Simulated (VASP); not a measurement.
```
CELL_PARAMETERS angstrom
      3.09846     0.00000     0.00000
     -1.54923     2.68334     0.00000
      0.00000     0.00000     3.49596
ATOMIC_POSITIONS crystal
  Mo 0.00000 0.00000 0.00000
  Si 0.66667 0.33333 0.50000
```

Calculation: PBEsol GGA, VASP's PBE PAW potentials (set 64) (plane waves; VASP 6.6.1). Settings: 400 eV cut-off, 15×15×12 Γ-centred mesh, tetrahedra with Blöchl corrections, potentials Mo_sv Si.

Q: Predict the energy per atom (σ→0), band gap (on the k-mesh) with the smallest direct gap where there is one.

A: 
The band gap (on the k-mesh) comes out as none (metal, semimetal or under 0.01 eV) and the energy per atom (σ→0) comes out as -9.110 eV/atom.

The structure was generated: SiMo was put into the WC type (P-6m2), which need not be its known phase. It was relaxed first, which changed the volume by -14 %.
